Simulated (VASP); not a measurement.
# V with LDA: from relaxation to properties

Wanted: the relaxed cell of V and its properties. The steps: magnetic order: ferromagnetic, magnetic order: antiferromagnetic, q = (0, 0, 1/2), magnetic order: antiferromagnetic, q = (1/2, 1/2, 1/2), the orders side by side, full relaxation (LDA), second relaxation, density, ELF and potential (LDA), bands along the symmetry lines (LDA), total and projected DOS (LDA) and optical spectrum (LDA). Left out of this account: 1 further run (phonons: it ended without a result to show). The start is a cell from a database of measured crystal structures.

Method: LDA, spin-polarised from a ferromagnetic start (one magnetic atom a cell); plane waves and PAW (V_sv), in the first sound run; inputs show where later runs differ, in VASP 6.6.1.

## 1. The starting structure

It takes space group Im-3m (No. 229, cubic). Conventional cell: a = 3.029 Å, b = 3.029 Å, c = 3.029 Å, α = 90.00°, β = 90.00°, γ = 90.00°. V has 8 V at 2.62 Å nearest.

Coordinates:

```
V
1.0
    -1.51435    1.51435    1.51435
     1.51435   -1.51435    1.51435
     1.51435    1.51435   -1.51435
V
1
Direct
  0.00000 0.00000 0.00000
```

## 2. Magnetic order: ferromagnetic

The properties of a magnet depend on its order, so a few collinear patterns are compared first on the cell as listed, beginning with all moments parallel. LDA, the lowest rung, knows the local density alone.

Input file INCAR:

```
SYSTEM = V
PREC = Accurate
ENCUT = 400
EDIFF = 1E-06
NELM = 100
ISMEAR = 1
SIGMA = 0.2
LREAL = .FALSE.
ALGO = Normal
GGA = CA
NBANDS = 15
ISPIN = 2
MAGMOM = 2
LASPH = .TRUE.
LMAXMIX = 4
LORBIT = 11
LWAVE = .FALSE.
LCHARG = .FALSE.
KPAR = 4
ISIF = 2
```

Input file POSCAR:

```
V
1.0
   -1.5143500000      1.5143500000      1.5143500000
    1.5143500000     -1.5143500000      1.5143500000
    1.5143500000      1.5143500000     -1.5143500000
V
1
Direct
    0.0000000000      0.0000000000      0.0000000000
```

Input file KPOINTS:

```
Automatic mesh
0
Gamma
10 10 10
0 0 0
```

PAW data sets: V_sv (LDA family, release 64).

The run is started by

```sh
mpirun -np 4 vasp_std
```

The program printed:

```text
[banner, memory and clock lines left out]
running    4 mpi-ranks, on    1 nodes
 distrk:  each k-point on    1 cores,    4 groups
 distr:  one band on    1 cores,    1 groups

 POSCAR found type information on POSCAR V
 POSCAR found :  1 types and       1 ions
 LDA part: xc-table for (Slater(with rela. corr.)+CA(PZ))
 , standard interpolation
 POSCAR, INCAR and KPOINTS ok, starting setup
 FFT: planning ... GRIDC
 FFT: planning ... GRID_SOFT
 FFT: planning ... GRID
 WAVECAR not read
 entering main loop
       N       E                     dE             d eps       ncg     rms          rms(c)
DAV:   1     0.798516050189E+02    0.79852E+02   -0.56170E+03  2843   0.784E+02
DAV:   2    -0.961364527404E+01   -0.89465E+02   -0.86021E+02  2995   0.253E+02
DAV:   3    -0.108298770699E+02   -0.12162E+01   -0.12140E+01  3149   0.331E+01
DAV:   4    -0.108345159797E+02   -0.46389E-02   -0.46388E-02  3331   0.213E+00
DAV:   5    -0.108345533403E+02   -0.37361E-04   -0.37360E-04  3184   0.180E-01    0.194E+01
DAV:   6    -0.987059992413E+01    0.96395E+00   -0.20642E+00  2890   0.232E+01    0.239E+00
DAV:   7    -0.987359061566E+01   -0.29907E-02   -0.77232E-02  3044   0.274E+00    0.179E+00
DAV:   8    -0.987386707910E+01   -0.27646E-03   -0.62703E-03  3009   0.874E-01    0.789E-01
DAV:   9    -0.986931862792E+01    0.45485E-02   -0.19382E-03  3086   0.565E-01    0.220E-01
DAV:  10    -0.986955909379E+01   -0.24047E-03   -0.57166E-04  3100   0.238E-01    0.445E-02
DAV:  11    -0.986957854462E+01   -0.19451E-04   -0.10911E-05  3100   0.342E-02    0.197E-02
DAV:  12    -0.986958271441E+01   -0.41698E-05   -0.22761E-06  2817   0.170E-02    0.555E-03
DAV:  13    -0.986958302581E+01   -0.31140E-06   -0.10259E-07  1543   0.379E-03
   1 F= -.98695830E+01 E0= -.98692537E+01  d E =-.987878E-03  mag=     0.0003
```

Wall time 3.6 s (4 MPI ranks of Intel Xeon 6975P-C (Granite Rapids), shared host); peak memory 0.43 GiB.

The logs omit lines about the potential files and the build; timing stands in the text.

Parts of OUTCAR (step 2):

```text
ion  position               nearest neighbor table
   1  0.000  0.000  0.000-

  LATTYP: Found a body centered cubic cell.
 ALAT       =     3.0287000000

 Subroutine GETGRP returns: Found 48 space group operations
 (whereof 48 operations were pure point group operations)

The static configuration has the point symmetry O_h .

 Found     47 irreducible k-points:

   k-points           NKPTS =     47   k-points in BZ     NKDIM =     47   number of bands    NBANDS=     15

   dimension x,y,z NGX =    18 NGY =   18 NGZ =   18
   dimension x,y,z NGXF=    36 NGYF=   36 NGZF=   36

   ENCUT  =  400.0 eV  29.40 Ry    5.42 a.u.   4.28  4.28  4.28*2*pi/ulx,y,z

   NELECT =      13.0000    total number of electrons

 k-points in reciprocal lattice and weights: Automatic mesh
   0.00000000  0.00000000  0.00000000       0.001
   0.10000000  0.00000000  0.00000000       0.012
   0.20000000  0.00000000  0.00000000       0.012
   0.30000000  0.00000000  0.00000000       0.012
   0.40000000  0.00000000  0.00000000       0.012
   0.50000000  0.00000000  0.00000000       0.006
   0.10000000  0.10000000  0.00000000       0.024
   0.20000000  0.10000000  0.00000000       0.048
   0.30000000  0.10000000  0.00000000       0.048
[...]
0.50000000  0.50000000  0.40000000       0.012
   0.50000000  0.50000000  0.50000000       0.001

 average (electrostatic) potential at core
       1 -71.0404

 E-fermi :   9.0860

 spin component 1
 k-point     1 :       0.0000    0.0000    0.0000
  band No.  band energies     occupation
      1     -53.9242      1.00000
      2     -27.6826      1.00000
      3     -27.6826      1.00000
      4     -27.6826      1.00000
      5       2.6516      1.00000
      6       9.4555     -0.01267
      7       9.4555     -0.01267
      8       9.4555     -0.01267
      9      11.3709     -0.00000
     10      11.3709     -0.00000
    ...

 k-point     2 :       0.1000    0.0000    0.0000
  band No.  band energies     occupation
      1     -53.9064      1.00000
      2     -27.7654      1.00000
      3     -27.7078      1.00000
      4     -27.6826      1.00000
      5       3.0406      1.00000
      6       9.2968     -0.02987
      7       9.4142     -0.02118
      8       9.7309     -0.00003
      9      11.2057     -0.00000
     10      11.3828     -0.00000
    ...

 k-point     3 :       0.2000    0.0000    0.0000
  band No.  band energies     occupation
    ...
      2     -27.9816      1.00000
      3     -27.7749      1.00000
      4     -27.6846      1.00000
      5       4.0946      1.00000
      6       8.9019      1.01476
      7       9.1900      0.11912
      8      10.4987     -0.00000
      9      11.0327     -0.00000
     10      11.4314     -0.00000
     11      26.4096      0.00000
    ...

 k-point     4 :       0.3000    0.0000    0.0000
  band No.  band energies     occupation
    ...
      3     -27.8571      1.00000
      4     -27.6870      1.00000
      5       5.3554      1.00000
      6       8.4504      1.00003
      7       9.0671      0.57950
      8      11.1511     -0.00000
      9      11.5321     -0.00000
     10      11.5726     -0.00000
     11      23.2624      0.00000
     12      26.6225      0.00000
    ...

 k-point     5 :       0.4000    0.0000    0.0000
  band No.  band energies     occupation
    ...
      2     -28.4458      1.00000
      3     -27.9224      1.00000
      4     -27.6885      1.00000
      5       5.9608      1.00000
      6       8.1104      1.00000
      7       9.8915     -0.00000
      8      11.3446     -0.00000
      9      11.6502     -0.00000
     10      12.5889     -0.00000
     11      20.2831      0.00000
    ...

 k-point     6 :       0.5000    0.0000    0.0000
  band No.  band energies     occupation
    ...
      2     -28.5231      1.00000
      3     -27.9468      1.00000
      4     -27.6888      1.00000
      5       6.0171      1.00000
      6       7.9861      1.00000
      7      10.7348     -0.00000
      8      11.3694     -0.00000
      9      11.7050     -0.00000
     10      13.0277     -0.00000
     11      18.8849      0.00000
    ...

  Total       -1.5723460     -1.5723460     -1.5723460     -0.0000000     -0.0000000      0.0000000
  in kB     -181.3509824   -181.3509824   -181.3509824     -0.0000000     -0.0000000      0.0000000
  external PRESSURE =    -181.3509824 kB  Pullay stress =       0.0000000 kB

  energy-cutoff  :      400.00
  volume of cell :       13.89
      direct lattice vectors                 reciprocal lattice vectors
    -1.514350000  1.514350000  1.514350000     0.000000000  0.330174662  0.330174662
     1.514350000 -1.514350000  1.514350000     0.330174662  0.000000000  0.330174662
     1.514350000  1.514350000 -1.514350000     0.330174662  0.330174662  0.000000000

 POSITION                                       TOTAL-FORCE (eV/Angst)
 -----------------------------------------------------------------------------------
      0.00000      0.00000      0.00000        -0.000000      0.000000      0.000000
 -----------------------------------------------------------------------------------
    total drift:                                0.000000      0.000000      0.000000

  FREE ENERGIE OF THE ION-ELECTRON SYSTEM (eV)
  ---------------------------------------------------
  free  energy   TOTEN  =        -9.8695830258 eV

  energy  without entropy=       -9.8685951481  energy(sigma->0) =       -9.86925373

 total charge
# of ion       s       p       d       tot
------------------------------------------
    1        2.336   6.215   3.067  11.618

 magnetization (x)
# of ion       s       p       d       tot
------------------------------------------
    1        0.000   0.000   0.000   0.001

[... 6 further parts left out ...]
```

The k-mesh is coarse for a metal. At this level the cell is under a tension of 18.1 GPa, so at these settings it is away from equilibrium.

Numbers from this step:

| Property | Result |
| --- | --- |
| SCF cycles | 13 |
| electrons | 13 |
| bands | 15 |
| irreducible k-points | 47 |
| symmetry operations | 48 |
| free energy (TOTEN) | -9.870 eV |
| energy at zero smearing | -9.869 eV |
| Fermi energy | 9.086 eV |
| pressure | -18.14 GPa |
| metallic | yes |

Spin moment in the PAW sphere by atom:

```tsv
atom	spin moment in the PAW sphere (μB)
V1	0.0010
```

The moments fall under 0.1 μB, and the mesh shows no gap.

## 3. Magnetic order: antiferromagnetic, q = (0, 0, 1/2)

This step: LDA, spin-polarised from an antiferromagnetic start; plane waves and PAW (V_sv) (VASP 6.6.1).

System of this step: V. Symmetry: Im-3m, No. 229, cubic system. Conventional cell: a = 3.029 Å, b = 3.029 Å, c = 3.029 Å, α = 90.00°, β = 90.00°, γ = 90.00°. Nearest to V lie 8 V at 2.62 Å.

Next, a pattern with opposite moments, which needs a doubled cell; q is given in the reciprocal vectors of the primitive cell.

Edit INCAR of step 2 so:

```diff
@@ -10,5 +10,5 @@
 GGA = CA
-NBANDS = 15
+NBANDS = 20
 ISPIN = 2
-MAGMOM = 2
+MAGMOM = 2 -2
 LASPH = .TRUE.
```

Input file POSCAR:

```
V
1.0
   -1.5143500000      1.5143500000      1.5143500000
    1.5143500000     -1.5143500000      1.5143500000
    3.0287000000      3.0287000000     -3.0287000000
V
2
Direct
    0.0000000000      0.0000000000      0.0000000000
    0.0000000000      0.0000000000      0.5000000000
```

KPOINTS is that of step 2.

The run is started by

```sh
mpirun -np 4 vasp_std
```

The program printed:

```text
[banner, memory and clock lines left out]
running    4 mpi-ranks, on    1 nodes
 distrk:  each k-point on    1 cores,    4 groups
 distr:  one band on    1 cores,    1 groups

 POSCAR found type information on POSCAR V
 POSCAR found :  1 types and       2 ions
 LDA part: xc-table for (Slater(with rela. corr.)+CA(PZ))
 , standard interpolation
 POSCAR, INCAR and KPOINTS ok, starting setup
 FFT: planning ... GRIDC
 FFT: planning ... GRID_SOFT
 FFT: planning ... GRID
 WAVECAR not read
 entering main loop
       N       E                     dE             d eps       ncg     rms          rms(c)
DAV:   1     0.253492129355E+03    0.25349E+03   -0.13190E+04 14984   0.126E+03
DAV:   2    -0.145057752289E+02   -0.26800E+03   -0.26248E+03 15456   0.431E+02
DAV:   3    -0.217681107913E+02   -0.72623E+01   -0.71286E+01 16200   0.843E+01
DAV:   4    -0.218366350562E+02   -0.68524E-01   -0.68401E-01 15136   0.830E+00
DAV:   5    -0.218373985128E+02   -0.76346E-03   -0.76345E-03 15688   0.893E-01    0.270E+01
DAV:   6    -0.196035723262E+02    0.22338E+01   -0.12418E+01 14984   0.362E+01    0.464E+00
DAV:   7    -0.197389944590E+02   -0.13542E+00   -0.54075E-01 14968   0.629E+00    0.385E+00
DAV:   8    -0.197450512782E+02   -0.60568E-02   -0.22661E-02 15724   0.179E+00    0.121E+00
DAV:   9    -0.197410297403E+02    0.40215E-02   -0.43562E-02 16280   0.175E+00    0.425E-01
DAV:  10    -0.197415267122E+02   -0.49697E-03   -0.21384E-02 15316   0.896E-01    0.779E-02
DAV:  11    -0.197416004134E+02   -0.73701E-04   -0.38010E-04 14968   0.193E-01    0.604E-02
DAV:  12    -0.197416220637E+02   -0.21650E-04   -0.19067E-04 15824   0.810E-02    0.428E-02
DAV:  13    -0.197416254184E+02   -0.33547E-05   -0.11944E-05 14932   0.310E-02    0.138E-02
DAV:  14    -0.197416253414E+02    0.77019E-07   -0.10694E-06  7568   0.114E-02
   1 F= -.19741625E+02 E0= -.19741560E+02  d E =-.195664E-03  mag=     0.0000
```

Run time: 15 s. Hardware: 4 MPI ranks; peak memory 0.76 GiB; 56 s of CPU time.

Parts of OUTCAR (step 3):

```text
  LATTYP: Found a base centered orthorhombic cell.
 ALAT       =     3.0287000000
 B/A-ratio  =     1.4142135624
 C/A-ratio  =     1.4142135624

 Subroutine GETGRP returns: Found  8 space group operations
 (whereof  8 operations were pure point group operations)

The static configuration has the point symmetry D_2h.

 Found    186 irreducible k-points:

   k-points           NKPTS =    186   k-points in BZ     NKDIM =    186   number of bands    NBANDS=     20

   dimension x,y,z NGX =    18 NGY =   18 NGZ =   36
   dimension x,y,z NGXF=    36 NGYF=   36 NGZF=   72

   ENCUT  =  400.0 eV  29.40 Ry    5.42 a.u.   4.28  4.28  8.55*2*pi/ulx,y,z

   NELECT =      26.0000    total number of electrons

 E-fermi :   9.0902

 spin component 1
 k-point     1 :       0.0000    0.0000    0.0000
  band No.  band energies     occupation
    ...
      7     -27.6632      1.00000
      8     -27.6630      1.00000
      9       2.6520      1.00000
     10       6.0239      1.00000
     11       7.9964      1.00000
     12       9.4677     -0.01129
     13       9.4686     -0.01114
     14       9.4708     -0.01079
     15      10.7361     -0.00000
     16      11.3834     -0.00000
    ...

 k-point     2 :       0.1000    0.0000    0.0000
  band No.  band energies     occupation
    ...
      7     -27.6899      1.00000
      8     -27.6638      1.00000
      9       3.0410      1.00000
     10       6.2533      1.00000
     11       8.0591      1.00000
     12       9.3100     -0.03259
     13       9.4277     -0.01909
     14       9.7446     -0.00002
     15       9.8156     -0.00000
     16      11.2192     -0.00000
    ...

 k-point     3 :       0.2000    0.0000    0.0000
  band No.  band energies     occupation
    ...
      9       4.0954      1.00000
     10       6.8218      1.00000
     11       8.0658      1.00000
     12       8.7788      1.02507
     13       8.9145      1.00746
     14       9.2020      0.09917
     15      10.5131     -0.00000
     16      11.0462     -0.00000
     17      11.2111     -0.00000
     18      11.4460     -0.00000
    ...

 k-point     4 :       0.3000    0.0000    0.0000
  band No.  band energies     occupation
    ...
     10       6.8213      1.00000
     11       8.0670      1.00000
     12       8.4623      1.00004
     13       8.7784      1.02496
     14       9.0757      0.56102
     15      11.1652     -0.00000
     16      11.2113     -0.00000
     17      11.5470     -0.00000
     18      11.5880     -0.00000
     19      11.8540     -0.00000
    ...

  Total       -3.2121771     -3.2121771     -3.2121896      0.0038627      0.0000000      0.0000000
  in kB     -185.2427829   -185.2427829   -185.2434993      0.2227558      0.0000000      0.0000000
  external PRESSURE =    -185.2430217 kB  Pullay stress =       0.0000000 kB

  energy-cutoff  :      400.00
  volume of cell :       27.78
      direct lattice vectors                 reciprocal lattice vectors
    -1.514350000  1.514350000  1.514350000     0.000000000  0.330174662  0.330174662
     1.514350000 -1.514350000  1.514350000     0.330174662  0.000000000  0.330174662
     3.028700000  3.028700000 -3.028700000     0.165087331  0.165087331  0.000000000

 POSITION                                       TOTAL-FORCE (eV/Angst)
 -----------------------------------------------------------------------------------
      0.00000      0.00000      0.00000        -0.000000     -0.000000     -0.000000
      1.51435      1.51435     -1.51435         0.000000      0.000000      0.000000
 -----------------------------------------------------------------------------------
    total drift:                                0.000000      0.000000     -0.000000

  FREE ENERGIE OF THE ION-ELECTRON SYSTEM (eV)
  ---------------------------------------------------
  free  energy   TOTEN  =       -19.7416253414 eV

  energy  without entropy=      -19.7414296775  energy(sigma->0) =      -19.74156012

 total charge
# of ion       s       p       d       tot
------------------------------------------
    1        2.336   6.212   3.074  11.621
    2        2.336   6.212   3.074  11.621
--------------------------------------------------
tot          4.672  12.423   6.147  23.243

 magnetization (x)
# of ion       s       p       d       tot
------------------------------------------
    1        0.000   0.000   0.000   0.000
    2       -0.000  -0.000  -0.000  -0.000
--------------------------------------------------
tot          0.000   0.000   0.000   0.000

[... 6 further parts left out ...]
```

At this level the cell is under a tension of 18.5 GPa, so at these settings it is away from equilibrium.

This step gave:

* SCF cycles: 14
* electrons: 26
* bands: 20
* irreducible k-points: 186
* symmetry operations: 8
* free energy (TOTEN): -19.74 eV
* energy at zero smearing: -19.74 eV
* Fermi energy: 9.090 eV
* pressure: -18.52 GPa

The spin moment in the PAW sphere vanishes on all atoms.

The energy lies -1.5 meV an atom from the first pattern, a difference of sampling, since both runs hold the same state. The moments fall under 0.1 μB, and the mesh shows no gap.

[end of part 1 of 4]

[Lines on the potential files, build, host, timing and source positions are cut from VASP's logs without a mark.]

[Logs are printed without paths, hosts, clocks, repeated set-up lines and the standing remarks that a program may print on its own settings, such as how far it seeks lower states.]

[Hosts, paths, dates, database ids (printed as entryN), source tags and the programs' standing remarks are cut or masked in the printed files.]

[A measured line is paired with the nearest computed mode of its activity, which favours agreement.]
